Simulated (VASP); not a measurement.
Computed with LDA (Ceperley-Alder, Perdew-Zunger), VASP's LDA PAW potentials (set 64) (plane waves; VASP 6.6.1).

A VASP calculation is set up with these files.

INCAR:
```
ALGO = Normal
EDIFF = 1E-5
EDIFFG = -0.03
ENCUT = 400
IBRION = 2
ISIF = 4
ISMEAR = 0
LASPH = T
LCHARG = F
LMAXMIX = 4
LREAL = F
LWAVE = T
NELM = 100
NELMIN = 4
NSW = 50
PREC = Normal
SIGMA = 0.05
SYSTEM = Bi2Te3 bilayer
```

File KPOINTS:
```
Automatic mesh
0
Gamma
12 12 1
0 0 0
```

### POSCAR
```
Bi2Te3 bilayer
1
    4.3595666992    -0.0000000000     0.0000000000
   -2.1797833497     3.7754952462    -0.0000000000
    0.0000000000    -0.0000000000    32.9950036627
Bi Te
4 6
Direct
  0.3333330000   0.6666670000   0.2887930000
  0.0000000000   0.0000000000   0.5905170000
  0.0000000000   0.0000000000   0.4094830000
  0.6666670000   0.3333330000   0.7112070000
  0.0000000000   0.0000000000   0.2375000000
  0.6666670000   0.3333330000   0.3491380000
  0.3333330000   0.6666670000   0.4607760000
  0.6666670000   0.3333330000   0.5392240000
  0.3333330000   0.6666670000   0.6508620000
  0.0000000000   0.0000000000   0.7625000000
```

POTCAR, in this order: Bi_d Te (LDA.64 set). Program: vasp_std.

The run wrote:

File OSZICAR:
```
       N       E                     dE             d eps       ncg     rms          rms(c)
DAV:   1     0.803302762752E+03    0.80330E+03   -0.37724E+04  2630   0.122E+03
DAV:   2     0.417600131324E+02   -0.76154E+03   -0.74398E+03  2502   0.330E+02
DAV:   3    -0.393165363418E+02   -0.81077E+02   -0.79324E+02  2627   0.132E+02
DAV:   4    -0.433199316627E+02   -0.40034E+01   -0.39712E+01  2743   0.294E+01
DAV:   5    -0.434990352740E+02   -0.17910E+00   -0.17885E+00  3107   0.587E+00    0.106E+01
DAV:   6    -0.429064238318E+02    0.59261E+00   -0.11309E+00  2708   0.531E+00    0.793E+00
DAV:   7    -0.429726223396E+02   -0.66199E-01   -0.68364E-01  2708   0.415E+00    0.212E+00
DAV:   8    -0.429422817206E+02    0.30341E-01   -0.24831E-01  2549   0.423E+00    0.131E+00
DAV:   9    -0.428856219779E+02    0.56660E-01   -0.52371E-02  2763   0.245E+00    0.880E-01
DAV:  10    -0.428802240234E+02    0.53980E-02   -0.46297E-02  2615   0.102E+00    0.595E-01
DAV:  11    -0.428823409641E+02   -0.21169E-02   -0.15215E-02  2580   0.636E-01    0.419E-01
DAV:  12    -0.428814988019E+02    0.84216E-03   -0.49457E-03  2566   0.378E-01    0.306E-01
DAV:  13    -0.428814476157E+02    0.51186E-04   -0.20852E-03  3084   0.191E-01    0.203E-01
DAV:  14    -0.428814758805E+02   -0.28265E-04   -0.80873E-04  2400   0.193E-01    0.120E-01
DAV:  15    -0.428814507130E+02    0.25168E-04   -0.17624E-04  2652   0.923E-02    0.794E-02
DAV:  16    -0.428814479823E+02    0.27307E-05   -0.76525E-05  2114   0.386E-02
   1 F= -.42881448E+02 E0= -.42881448E+02  d E =-.428814E+02
       N       E                     dE             d eps       ncg     rms          rms(c)
DAV:   1    -0.428929501605E+02   -0.11499E-01   -0.78137E-01  2265   0.350E+00    0.530E-01
DAV:   2    -0.428901465508E+02    0.28036E-02   -0.42180E-02  2890   0.140E+00    0.317E-01
DAV:   3    -0.428886866256E+02    0.14599E-02   -0.62489E-03  2884   0.633E-01    0.200E-01
DAV:   4    -0.428872411705E+02    0.14455E-02   -0.19206E-03  3079   0.640E-01    0.112E-01
DAV:   5    -0.428869472596E+02    0.29391E-03   -0.17030E-03  2908   0.292E-01    0.629E-02
DAV:   6    -0.428870243809E+02   -0.77121E-04   -0.82336E-04  2507   0.129E-01    0.330E-02
DAV:   7    -0.428869999507E+02    0.24430E-04   -0.19103E-05  1891   0.703E-02    0.261E-02
DAV:   8    -0.428870254818E+02   -0.25531E-04   -0.59224E-05  2012   0.279E-02    0.977E-03
DAV:   9    -0.428870308311E+02   -0.53493E-05   -0.49931E-06  1138   0.137E-02
   2 F= -.42887031E+02 E0= -.42887031E+02  d E =-.558285E-02
       N       E                     dE             d eps       ncg     rms          rms(c)
DAV:   1    -0.429045792869E+02   -0.17554E-01   -0.20491E+00  2287   0.567E+00    0.855E-01
DAV:   2    -0.428972654234E+02    0.73139E-02   -0.10874E-01  2836   0.219E+00    0.515E-01
DAV:   3    -0.428935762955E+02    0.36891E-02   -0.16202E-02  2784   0.939E-01    0.322E-01
DAV:   4    -0.428896875130E+02    0.38888E-02   -0.48768E-03  3165   0.102E+00    0.184E-01
DAV:   5    -0.428889054167E+02    0.78210E-03   -0.43340E-03  2755   0.461E-01    0.103E-01
DAV:   6    -0.428890806822E+02   -0.17527E-03   -0.21704E-03  2473   0.189E-01    0.559E-02
DAV:   7    -0.428890191829E+02    0.61499E-04   -0.55733E-05  2269   0.920E-02    0.455E-02
DAV:   8    -0.428890730228E+02   -0.53840E-04   -0.15519E-04  2059   0.441E-02    0.137E-02
DAV:   9    -0.428890927229E+02   -0.19700E-04   -0.11407E-05  1349   0.199E-02    0.628E-03
DAV:  10    -0.428891158228E+02   -0.23100E-04   -0.58356E-06  1289   0.117E-02    0.741E-03
DAV:  11    -0.428891457595E+02   -0.29937E-04   -0.43560E-06  1337   0.980E-03    0.514E-03
DAV:  12    -0.428891503893E+02   -0.46298E-05   -0.98520E-07  1121   0.600E-03
   3 F= -.42889150E+02 E0= -.42889150E+02  d E =-.770241E-02
       N       E                     dE             d eps       ncg     rms          rms(c)
DAV:   1    -0.428903831745E+02   -0.12374E-02   -0.12418E-01  2272   0.140E+00    0.210E-01
DAV:   2    -0.428899137119E+02    0.46946E-03   -0.64034E-03  2923   0.573E-01    0.127E-01
DAV:   3    -0.428896982014E+02    0.21551E-03   -0.10229E-03  2851   0.333E-01    0.794E-02
DAV:   4    -0.428894602951E+02    0.23791E-03   -0.38136E-04  2837   0.196E-01    0.443E-02
DAV:   5    -0.428894194190E+02    0.40876E-04   -0.25883E-04  2803   0.124E-01    0.256E-02
DAV:   6    -0.428894341821E+02   -0.14763E-04   -0.13197E-04  2353   0.525E-02    0.134E-02
DAV:   7    -0.428894326369E+02    0.15452E-05   -0.32700E-06  1589   0.231E-02
   4 F= -.42889433E+02 E0= -.42889433E+02  d E =-.798465E-02
       N       E                     dE             d eps       ncg     rms          rms(c)
DAV:   1    -0.428900216414E+02   -0.58746E-03   -0.17518E-01  2363   0.147E+00    0.171E-01
DAV:   2    -0.428902037998E+02   -0.18216E-03   -0.82226E-03  3133   0.576E-01    0.949E-02
DAV:   3    -0.428900532348E+02    0.15056E-03   -0.45071E-04  2636   0.140E-01    0.599E-02
DAV:   4    -0.428900014119E+02    0.51823E-04   -0.11839E-04  2665   0.112E-01    0.335E-02
DAV:   5    -0.428899703027E+02    0.31109E-04   -0.63922E-05  2284   0.116E-01    0.199E-02
DAV:   6    -0.428899581316E+02    0.12171E-04   -0.74942E-05  2423   0.621E-02    0.108E-02
DAV:   7    -0.428899609637E+02   -0.28321E-05   -0.28241E-05  1853   0.275E-02
   5 F= -.42889961E+02 E0= -.42889961E+02  d E =-.528327E-03
```

**OUTCAR**
```
------------------------ aborting loop because EDIFF is reached ----------------------------------------
  FORCE on cell =-STRESS in cart. coord.  units (eV):
  Direction    XX          YY          ZZ          XY          YZ          ZX
  --------------------------------------------------------------------------------------
  Total       -0.4247612     -0.4247612     -0.3876038      0.0000000     -0.0000000      0.0000000
  in kB       -1.2531124     -1.2531122     -1.1434922      0.0000000     -0.0000000      0.0000000
  external PRESSURE =      -1.2165722 kB  Pullay stress =       0.0000000 kB
  volume of cell :      543.08
      direct lattice vectors                 reciprocal lattice vectors
     4.340336561  0.000000000  0.000000000     0.230396880  0.133019710 -0.000000000
    -2.170168280  3.758841464 -0.000000000    -0.000000000  0.266039419  0.000000000
     0.000000000 -0.000000000 33.288024252    -0.000000000  0.000000000  0.030040834
 POSITION                                       TOTAL-FORCE (eV/Angst)
 -----------------------------------------------------------------------------------
     -0.00000      2.50590      9.60668        -0.000000     -0.000000      0.002734
     -2.17017      3.75884     19.66366        -0.000000      0.000000     -0.027191
     -2.17017      3.75884     13.62436         0.000000     -0.000000      0.027191
      2.17017      1.25295     23.68135         0.000000      0.000000     -0.002734
     -2.17017      3.75884      7.90876         0.000000     -0.000000      0.007418
      2.17017      1.25295     11.61902         0.000000     -0.000000     -0.013373
     -0.00000      2.50590     15.35480        -0.000000     -0.000000     -0.002649
      2.17017      1.25295     17.93323        -0.000000      0.000000      0.002649
     -0.00000      2.50590     21.66900        -0.000000      0.000000      0.013373
      0.00000     -0.00000     25.37926        -0.000000      0.000000     -0.007418
 -----------------------------------------------------------------------------------
    total drift:                                0.000000      0.000000     -0.000000
  FREE ENERGIE OF THE ION-ELECTRON SYSTEM (eV)
  ---------------------------------------------------
  free  energy   TOTEN  =       -42.8899609637 eV

  energy  without entropy=      -42.8899609637  energy(sigma->0) =      -42.88996096

 reached required accuracy - stopping structural energy minimisation
```
(Selected blocks of OUTCAR.)

CONTCAR:
```
Bi2Te3 bilayer
   1.00000000000000
     4.3403365606878666    0.0000000000010767    0.0000000000000000
    -2.1701682804425593    3.7588414638357452   -0.0000000000000000
     0.0000000000000001   -0.0000000000000001   33.2880242521879879
  Bi              Te
     4     6
Direct
     0.3333330000000032    0.6666669999999968    0.2885926183126654
     0.0000000000000000    1.0000000000000000    0.5907127818222396
     0.0000000000000000    1.0000000000000000    0.4092872181777603
     0.6666669999999968    0.3333330000000032    0.7114073816873345
     0.0000000000000000    1.0000000000000000    0.2375857316096167
     0.6666669999999968    0.3333330000000032    0.3490451603071140
     0.3333330000000032    0.6666669999999968    0.4612709182850251
     0.6666669999999968    0.3333330000000032    0.5387290817149748
     0.3333330000000032    0.6666669999999968    0.6509548396928931
     0.0000000000000000    0.0000000000000000    0.7624142683903833
```

The cell is a sheet with vacuum, built from Bi2Te3 (tetradymite).
